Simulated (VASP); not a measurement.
Given:

```xyz
8
Lattice="0.0000 2.0384 2.0384 2.0384 0.0000 2.0384 12.2007 12.2007 -4.0473" Properties=species:S:1:pos:R:3 pbc="T T T"
Sn    10.9759    10.9759    -2.8225
Sn     1.2835     1.2835     0.7549
Sn     3.0388     3.0388    -1.0005
Sn     5.5471     5.5471    -1.4704
C      8.9045     8.9045     1.2872
C      7.8147     7.8147    -1.6996
C      8.7084     8.7084    -2.5933
C      9.6568     9.6568    -1.5034
```

Method: PBEsol GGA, VASP's PBE PAW potentials (set 64) (plane waves; VASP). Numerical set-up: 520 eV cut-off, Gaussian smearing of 0.050 eV, potentials Sn_d C.

### Question
Give the energies of bands 29 to 42 at the high-symmetry points, in eV from the Fermi level.

### Answer

| band | Γ | T | H2 | L | S0 | F |
|---|---|---|---|---|---|---|
| 29 | -4.71 | -3.64 | -4.70 | -5.94 | -4.68 | -5.78 |
| 30 | -3.64 | -3.64 | -4.63 | -5.52 | -4.63 | -5.37 |
| 31 | -3.64 | -3.14 | -3.49 | -5.13 | -3.50 | -5.24 |
| 32 | -1.93 | -3.04 | -3.41 | -4.54 | -3.35 | -4.84 |
| 33 | -1.93 | -1.93 | -3.14 | -4.52 | -3.21 | -4.25 |
| 34 | -1.47 | -1.93 | -2.63 | -4.02 | -2.61 | -4.05 |
| 35 | -0.52 | 0.37 | -2.62 | -3.87 | -2.60 | -3.87 |
| 36 | 2.24 | 2.30 | -2.52 | -2.36 | -2.50 | -2.26 |
| 37 | 3.45 | 2.70 | -2.01 | -1.14 | -2.05 | -1.35 |
| 38 | 3.55 | 3.48 | -1.80 | 0.14 | -1.75 | 0.34 |
| 39 | 3.62 | 3.99 | -1.64 | 2.31 | -1.73 | 2.32 |
| 40 | 3.99 | 3.99 | -0.73 | 3.31 | -0.68 | 2.88 |
| 41 | 3.99 | 4.10 | -0.61 | 3.40 | -0.67 | 3.21 |
| 42 | 5.33 | 5.33 | 1.33 | 3.69 | 1.34 | 4.18 |

It has no gap at this level: it comes out as a metal or semimetal.

The structure was generated: Sn4C4 was put into an ordered model structure (R-3m), which need not be its known phase. It was relaxed first, which changed the volume by -7 %.
